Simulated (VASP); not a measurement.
A run of VASP 6.6.1:

Contents of INCAR:

```
ALGO = Normal
EDIFF = 1E-7
EDIFFG = -0.005
ENCUT = 600
GGA = RP
IBRION = 2
ISIF = 3
ISMEAR = 0
LASPH = True
LCHARG = False
LREAL = False
LWAVE = False
NELM = 80
NSW = 90
PREC = Accurate
SIGMA = 0.1
```

The input KPOINTS:

```
k-points
0
Gamma
  12 12 12
```

POSCAR

```
GaSb
1.0
    0.0000000000      3.0686043200      3.0686043200
    3.0686043200      0.0000000000      3.0686043200
    3.0686043200      3.0686043200      0.0000000000
Ga Sb
1 1
Direct
    0.0000000000      0.0000000000      0.0000000000
    0.2500000000      0.2500000000      0.2500000000
```

Potentials or basis: VASP PAW PBE potentials, release 64 (Ga_d, Sb).

Run with:

```bash
$ cat potpaw_PBE.64/Ga_d/POTCAR potpaw_PBE.64/Sb/POTCAR > POTCAR
$ mpirun -np 1 vasp_std > vasp.out
```

Hardware: 1 thread of Intel(R) Xeon(R) Platinum 8488C (Sapphire Rapids), with other jobs on the host.

Task: How long does it take, and how much memory?

Result: It took 2.2 min on 1 thread of Intel(R) Xeon(R) Platinum 8488C (Sapphire Rapids), on a shared host, peak memory 0.27 GiB. Counts: scf iterations 34, k points 72, ion steps 3.
